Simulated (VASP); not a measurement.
OSZICAR of a VASP run on ZrC (rock salt):

OSZICAR:
```
       N       E                     dE             d eps       ncg     rms          rms(c)
DAV:   1     0.745344741254E+02    0.74534E+02   -0.83839E+03  2880   0.126E+03
DAV:   2    -0.476829147469E+02   -0.12222E+03   -0.11467E+03  3328   0.326E+02
DAV:   3    -0.588824823063E+02   -0.11200E+02   -0.10579E+02  5124   0.721E+01
DAV:   4    -0.592097914274E+02   -0.32731E+00   -0.32347E+00  3264   0.120E+01
DAV:   5    -0.592165423851E+02   -0.67510E-02   -0.66794E-02  3864   0.165E+00    0.518E+01
DAV:   6    -0.181901027482E+02    0.41026E+02   -0.22158E+02  3312   0.819E+01    0.229E+01
DAV:   7    -0.252257511637E+02   -0.70356E+01   -0.20163E+01  3732   0.391E+01    0.165E+01
DAV:   8    -0.227892890124E+02    0.24365E+01   -0.10381E+01  4280   0.335E+01    0.897E+00
DAV:   9    -0.224312896027E+02    0.35800E+00   -0.25600E-01  3456   0.594E+00    0.783E+00
DAV:  10    -0.238087537309E+02   -0.13775E+01   -0.19441E+00  5004   0.165E+01    0.484E+00
DAV:  11    -0.185077421420E+02    0.53010E+01   -0.40353E+00  2964   0.257E+01    0.451E+00
DAV:  12    -0.209748973753E+02   -0.24672E+01   -0.58954E+00  4428   0.213E+01    0.532E+00
DAV:  13    -0.212716979422E+02   -0.29680E+00   -0.52249E-01  4656   0.511E+00    0.504E+00
DAV:  14    -0.212497148979E+02    0.21983E-01   -0.17178E-02  3064   0.167E+00    0.480E+00
DAV:  15    -0.212692874436E+02   -0.19573E-01   -0.13631E-02  3904   0.133E+00    0.451E+00
DAV:  16    -0.213215153588E+02   -0.52228E-01   -0.67302E-02  2960   0.320E+00    0.237E+00
DAV:  17    -0.213267315174E+02   -0.52162E-02   -0.10091E-02  3956   0.101E+00    0.199E+00
DAV:  18    -0.213132728679E+02    0.13459E-01   -0.36344E-02  4448   0.181E+00    0.105E+00
DAV:  19    -0.213100113748E+02    0.32615E-02   -0.48309E-03  3024   0.934E-01    0.214E-01
DAV:  20    -0.213109979639E+02   -0.98659E-03   -0.98105E-03  2952   0.114E+00    0.626E-01
DAV:  21    -0.213105714860E+02    0.42648E-03   -0.31644E-03  4360   0.699E-01    0.475E-01
DAV:  22    -0.213111840147E+02   -0.61253E-03   -0.20956E-03  3016   0.639E-01    0.206E-01
DAV:  23    -0.213111531803E+02    0.30834E-04   -0.34674E-04  3008   0.270E-01    0.101E-01
DAV:  24    -0.213110196124E+02    0.13357E-03   -0.99201E-04  3916   0.185E-01    0.261E-02
DAV:  25    -0.213111065509E+02   -0.86939E-04   -0.17480E-04  3460   0.156E-01    0.124E-02
DAV:  26    -0.213111015189E+02    0.50320E-05   -0.21222E-05  4120   0.455E-02    0.210E-02
DAV:  27    -0.213111028441E+02   -0.13252E-05   -0.77015E-06  3464   0.306E-02    0.105E-02
DAV:  28    -0.213110997148E+02    0.31293E-05   -0.15688E-06  4572   0.113E-02    0.530E-03
DAV:  29    -0.213111038064E+02   -0.40916E-05   -0.40134E-07  2980   0.712E-03    0.224E-03
DAV:  30    -0.213111020774E+02    0.17290E-05   -0.39706E-08  1516   0.283E-03    0.214E-03
DAV:  31    -0.213111031100E+02   -0.10326E-05   -0.57283E-08  1500   0.281E-03    0.693E-04
DAV:  32    -0.213111027984E+02    0.31155E-06   -0.23110E-08  1488   0.136E-03    0.376E-04
DAV:  33    -0.213111028807E+02   -0.82323E-07   -0.40005E-09  1476   0.594E-04
   1 F= -.21311103E+02 E0= -.21311103E+02  d E =0.000000E+00
       N       E                     dE             ncg
```

Question: Which electronic solver shows in the log?

Answer: It is blocked Davidson (ALGO = Normal, or the opening steps of other solvers). The INCAR had ALGO = Normal.

Question: Can the final energy be trusted as converged?

Answer: Self-consistency was reached. It stopped with EDIFF = 1E-7, NELM = 100 (MS2 meta-GGA, plane waves, VASP's PBE PAW potentials (set 64)).

The compound is ZrC in the rock salt structure. It was relaxed first.
